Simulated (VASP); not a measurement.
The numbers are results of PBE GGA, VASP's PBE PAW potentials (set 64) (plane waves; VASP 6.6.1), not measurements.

Input for VASP

### KPOINTS
```
Automatic
0
gamma
13 13 13
0 0 0
```

**POSCAR**
```
NiAl
1
    2.8926903487    -0.0000000000     0.0000000000
   -0.0000000000     2.8926903487    -0.0000000000
   -0.0000000000    -0.0000000000     2.8926903487
Al Ni
1 1
Direct
  0.5000000000   0.5000000000   0.5000000000
  0.0000000000   0.0000000000   0.0000000000
```

**INCAR**
```
ALGO  =  Normal
EDIFF  =  1E-6
EDIFFG  =  -0.02
ENCUT  =  500
GGA  =  PE
IBRION  =  2
ISIF  =  3
ISMEAR  =  1
LASPH  =  T
LCHARG  =  F
LMAXMIX  =  4
LREAL  =  F
LWAVE  =  F
NELM  =  100
NSW  =  40
PREC  =  Accurate
SIGMA  =  0.1
SYSTEM  =  NiAl
```

POTCAR, in this order: Al Ni (PBE.64 set). Program: vasp_std.

The resulting files:

File OSZICAR:
```
       N       E                     dE             d eps       ncg     rms          rms(c)
DAV:   1     0.390788506018E+02    0.39079E+02   -0.56855E+03  1696   0.133E+03
DAV:   2    -0.107109903207E+02   -0.49790E+02   -0.47157E+02  1690   0.203E+02
DAV:   3    -0.119339386702E+02   -0.12229E+01   -0.12094E+01  1990   0.411E+01
DAV:   4    -0.119544078057E+02   -0.20469E-01   -0.20454E-01  1952   0.478E+00
DAV:   5    -0.119550347669E+02   -0.62696E-03   -0.62693E-03  1924   0.868E-01    0.118E+01
DAV:   6    -0.138404140150E+02   -0.18854E+01   -0.58106E+01  1882   0.131E+02    0.157E+01
DAV:   7    -0.105629678518E+02    0.32774E+01   -0.16602E+01  1858   0.782E+01    0.107E+00
DAV:   8    -0.105566226851E+02    0.63452E-02   -0.41210E-01  2068   0.805E+00    0.992E-01
DAV:   9    -0.105431087846E+02    0.13514E-01   -0.52781E-02  1970   0.374E+00    0.177E-01
DAV:  10    -0.105427647444E+02    0.34404E-03   -0.12126E-03  1938   0.512E-01    0.786E-02
DAV:  11    -0.105427576401E+02    0.71043E-05   -0.48223E-05  2386   0.874E-02    0.244E-02
DAV:  12    -0.105427559758E+02    0.16643E-05   -0.17262E-06  1054   0.245E-02    0.324E-03
DAV:  13    -0.105427555085E+02    0.46733E-06   -0.41172E-07   870   0.665E-03
   1 F= -.10542756E+02 E0= -.10542855E+02  d E =-.105428E+02
```

**OUTCAR**
```
------------------------ aborting loop because EDIFF is reached ----------------------------------------
  FORCE on cell =-STRESS in cart. coord.  units (eV):
  Direction    XX          YY          ZZ          XY          YZ          ZX
  --------------------------------------------------------------------------------------
  Total       -0.0096156     -0.0096156     -0.0096156      0.0000000      0.0000000      0.0000000
  in kB       -0.6364762     -0.6364762     -0.6364762      0.0000000      0.0000000      0.0000000
  external PRESSURE =      -0.6364762 kB  Pullay stress =       0.0000000 kB
  volume of cell :       24.21
      direct lattice vectors                 reciprocal lattice vectors
     2.892690349  0.000000000  0.000000000     0.345698944  0.000000000  0.000000000
     0.000000000  2.892690349  0.000000000     0.000000000  0.345698944  0.000000000
     0.000000000  0.000000000  2.892690349     0.000000000  0.000000000  0.345698944
 POSITION                                       TOTAL-FORCE (eV/Angst)
 -----------------------------------------------------------------------------------
      1.44635      1.44635      1.44635         0.000000      0.000000      0.000000
      0.00000      0.00000      0.00000         0.000000      0.000000      0.000000
 -----------------------------------------------------------------------------------
    total drift:                                0.000000      0.000000      0.000000
  FREE ENERGIE OF THE ION-ELECTRON SYSTEM (eV)
  ---------------------------------------------------
  free  energy   TOTEN  =       -10.5427555085 eV

  energy  without entropy=      -10.5430536633  energy(sigma->0) =      -10.54285489

 reached required accuracy - stopping structural energy minimisation
```
(Selected blocks of OUTCAR.)

### OUTCAR
```
 val. band max:        9.7927550861   @ k =   0.3846   0.2308   0.1538

 cond. band min:       9.9023155390   @ k =   0.3846   0.3077   0.1538


 Fermi energy:         9.8290719662

 k-point     1 :       0.0000    0.0000    0.0000
  band No.  band energies     occupation
      1      -1.1832      2.00000
      2       6.6975      2.00000
      3       6.6975      2.00000
      4       8.3493      2.00000
      5       8.3493      2.00000
      6       8.3493      2.00000
      7      15.3143      0.00000
      8      15.3143      0.00000
      9      15.3143      0.00000
     10      17.9511      0.00000

 k-point     2 :       0.0769    0.0000    0.0000
  band No.  band energies     occupation
      1      -1.0752      2.00000
      2       6.6887      2.00000
      3       6.7226      2.00000
      4       8.3029      2.00000
      5       8.3029      2.00000
      6       8.3542      2.00000
      7      14.2279      0.00000
      8      15.4570      0.00000
      9      15.4570      0.00000
     10      17.9588      0.00000

 k-point     3 :       0.1538    0.0000    0.0000
  band No.  band energies     occupation
      1      -0.7527      2.00000
      2       6.6293      2.00000
      3       6.7931      2.00000
      4       8.1797      2.00000
      5       8.1797      2.00000
      6       8.3678      2.00000
      7      12.5152      0.00000
      8      15.8699      0.00000
      9      15.8699      0.00000
     10      17.9812      0.00000

 k-point     4 :       0.2308    0.0000    0.0000
  band No.  band energies     occupation
      1      -0.2215      2.00000
      2       6.4051      2.00000
      3       6.8948      2.00000
      4       8.0175      2.00000
      5       8.0175      2.00000
      6       8.3871      2.00000
      7      10.9888     -0.00000
      8      16.5177      0.00000
      9      16.5177      0.00000
     10      18.0165      0.00000

 k-point     5 :       0.3077    0.0000    0.0000
...
```

The compound is NiAl in the CsCl type structure. It was relaxed first. The run is not spin-polarised, so no magnetic state was tried. The electron count is odd and the run is not spin-polarised, which forces a metal.
